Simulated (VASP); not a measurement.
Computed with PBE GGA, VASP's PBE PAW potentials (set 64) (plane waves; VASP).

Input for VASP

**POSCAR**
```
MnS
1
    5.2200000000     2.6100000000     2.6100000000
    2.6100000000     5.2200000000     2.6100000000
    2.6100000000     2.6100000000     5.2200000000
Mn S
2 2
Direct
  0.0000000000   0.0000000000   0.0000000000
  0.5000000000   0.5000000000   0.5000000000
  0.2500000000   0.2500000000   0.2500000000
  0.7500000000   0.7500000000   0.7500000000
```

### INCAR
```
ALGO=Normal
EDIFF=1E-6
ENCUT=400
GGA=PE
ISIF=2
ISMEAR=0
ISPIN=2
KGAMMA=.TRUE.
KSPACING=0.4
LASPH=.TRUE.
LCHARG=.FALSE.
LMAXMIX=4
LORBIT=10
LREAL=.FALSE.
LWAVE=.FALSE.
MAGMOM=5.0 -5.0 2*0.0
NELM=100
PREC=Accurate
SIGMA=0.05
SYSTEM=MnS
```

POTCAR, in this order: Mn_pv S (PBE.64 set). Program: vasp_std.

What VASP printed:

OSZICAR:
```
       N       E                     dE             d eps       ncg     rms          rms(c)
DAV:   1     0.328788954840E+03    0.32879E+03   -0.19134E+04  1972   0.149E+03
DAV:   2     0.984106872440E+00   -0.32780E+03   -0.32319E+03  1797   0.427E+02
DAV:   3    -0.297130749242E+02   -0.30697E+02   -0.30023E+02  2503   0.120E+02
DAV:   4    -0.305681298244E+02   -0.85505E+00   -0.85444E+00  2021   0.201E+01
DAV:   5    -0.305875675533E+02   -0.19438E-01   -0.19434E-01  2229   0.345E+00    0.157E+01
DAV:   6    -0.281272061915E+02    0.24604E+01   -0.21312E+01  2317   0.423E+01    0.134E+01
DAV:   7    -0.283727119313E+02   -0.24551E+00   -0.18232E+00  2004   0.131E+01    0.798E+00
DAV:   8    -0.283854934745E+02   -0.12782E-01   -0.30920E-01  2398   0.563E+00    0.362E+00
DAV:   9    -0.283783379333E+02    0.71555E-02   -0.55423E-02  2365   0.247E+00    0.507E-01
DAV:  10    -0.283831437056E+02   -0.48058E-02   -0.48213E-03  2051   0.631E-01    0.248E-01
DAV:  11    -0.283835476534E+02   -0.40395E-03   -0.40536E-04  2119   0.167E-01    0.154E-01
DAV:  12    -0.283836634044E+02   -0.11575E-03   -0.15682E-04  2042   0.809E-02    0.701E-02
DAV:  13    -0.283836819177E+02   -0.18513E-04   -0.25483E-05  1951   0.450E-02    0.155E-02
DAV:  14    -0.283836811968E+02    0.72090E-06   -0.13802E-05  2098   0.199E-02    0.813E-03
DAV:  15    -0.283836818772E+02   -0.68044E-06   -0.12125E-06  1119   0.139E-02
   1 F= -.28383682E+02 E0= -.28383682E+02  d E =-.322537E-23  mag=     0.0000
```

OUTCAR:
```
------------------------ aborting loop because EDIFF is reached ----------------------------------------
  FORCE on cell =-STRESS in cart. coord.  units (eV):
  Direction    XX          YY          ZZ          XY          YZ          ZX
  --------------------------------------------------------------------------------------
  Total       -1.7824047     -1.7824047     -1.7824047     -0.1114479     -0.1114479     -0.1114479
  in kB      -40.1546086    -40.1546086    -40.1546086     -2.5107348     -2.5107348     -2.5107348
  external PRESSURE =     -40.1546086 kB  Pullay stress =       0.0000000 kB
  volume of cell :       71.12
      direct lattice vectors                 reciprocal lattice vectors
     5.220000000  2.610000000  2.610000000     0.287356322 -0.095785441 -0.095785441
     2.610000000  5.220000000  2.610000000    -0.095785441  0.287356322 -0.095785441
     2.610000000  2.610000000  5.220000000    -0.095785441 -0.095785441  0.287356322
 POSITION                                       TOTAL-FORCE (eV/Angst)
 -----------------------------------------------------------------------------------
      0.00000      0.00000      0.00000        -0.000000      0.000000     -0.000000
      5.22000      5.22000      5.22000         0.000000      0.000000     -0.000000
      2.61000      2.61000      2.61000        -0.000000     -0.000000      0.000000
      7.83000      7.83000      7.83000         0.000000      0.000000      0.000000
 -----------------------------------------------------------------------------------
    total drift:                                0.000000     -0.000000     -0.000000
  FREE ENERGIE OF THE ION-ELECTRON SYSTEM (eV)
  ---------------------------------------------------
  free  energy   TOTEN  =       -28.3836818772 eV

  energy  without entropy=      -28.3836818772  energy(sigma->0) =      -28.38368188

 total charge

# of ion       s       p       d       tot
------------------------------------------
    1        0.208   6.156   4.945  11.308
    2        0.208   6.156   4.945  11.308
    3        1.326   2.404   0.000   3.730
    4        1.326   2.404   0.000   3.730
--------------------------------------------------
tot          3.067  17.120   9.889  30.076

 magnetization (x)

# of ion       s       p       d       tot
------------------------------------------
    1        0.020   0.015   4.175   4.209
    2       -0.020  -0.015  -4.175  -4.209
    3        0.000   0.000   0.000   0.000
    4        0.000   0.000   0.000   0.000
--------------------------------------------------
tot          0.000   0.000   0.000   0.000
```
(Selected blocks of OUTCAR.)

**OUTCAR**
```
 val. band max:        6.0489844858   @ k =   0.4000   0.4000   0.4000

 cond. band min:       7.0555757471   @ k =   0.4000   0.0000   0.0000


 Fermi energy:         6.3920619647

 spin component 1

 k-point     1 :       0.0000    0.0000    0.0000
  band No.  band energies     occupation
      1     -44.0275      1.00000
      2     -44.0230      1.00000
      3     -44.0230      1.00000
      4     -39.5053      1.00000
      5     -39.5053      1.00000
      6     -39.4915      1.00000
      7      -7.7988      1.00000
      8      -6.4992      1.00000
      9      -0.0983      1.00000
     10       2.2160      1.00000
     11       2.2160      1.00000
     12       3.5056      1.00000
     13       3.5056      1.00000
     14       3.6858      1.00000
     15       4.8331      1.00000
     16       4.8331      1.00000
     17       4.8393      1.00000
     18       4.9603      1.00000
     19       4.9603      1.00000
     20       7.4641      0.00000
     21       7.4641      0.00000
     22       7.5597      0.00000
     23       8.7610      0.00000

 k-point     2 :       0.2000    0.0000    0.0000
  band No.  band energies     occupation
      1     -44.0273      1.00000
      2     -44.0254      1.00000
      3     -44.0237      1.00000
      4     -39.5085      1.00000
      5     -39.5062      1.00000
      6     -39.4912      1.00000
      7      -7.4567      1.00000
      8      -6.4145      1.00000
      9       0.4010      1.00000
     10       1.8974      1.00000
     11       2.2798      1.00000
     12       2.4910      1.00000
     13       3.2639      1.00000
     14       3.4668      1.00000
     15       3.6461      1.00000
     16       4.2375      1.00000
     17       4.4243      1.00000
     18       5.2457      1.00000
     19       5.5737      1.00000
     20       7.3307      0.00000
     21       7.6560      0.00000
     22       7.7789      0.00000
     23       8.1669      0.00000
...
```

The compound is MnS in the rock salt, AFM-II order structure. The cell was not relaxed at this level. The run is one of a series of settings (KGAMMA = .TRUE., KSPACING = 0.4, KPOINTS file removed against the base run), some of them coarse on purpose.
